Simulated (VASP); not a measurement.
Consider the following.

```
CdS
1.0
    0.00000     2.96820     2.96820
    2.96820     0.00000     2.96820
    2.96820     2.96820     0.00000
Cd S
1 1
Cartesian
  0.00000   0.00000   0.00000
  1.48410   1.48410   1.48410
```

Method: SCAN meta-GGA, VASP's PBE PAW potentials (set 64) (plane waves; VASP). Settings: 400 eV cut-off, 7×7×7 Γ-centred mesh, Gaussian smearing of 0.050 eV, potentials Cd S.

Give the stress tensor in GPa (positive for a compressed cell).

```
-2.26   0.00   0.00
 0.00  -2.26   0.00
 0.00   0.00  -2.26
```
The pressure is its mean diagonal, -2.26 GPa.

The compound is CdS in the zinc blende structure, a metastable form; wurtzite is the usual one. The cell was not relaxed at this level. The run is one of a series of settings (GGA removed, LMIXTAU = .TRUE., METAGGA = SCAN against the base run), some of them coarse on purpose.
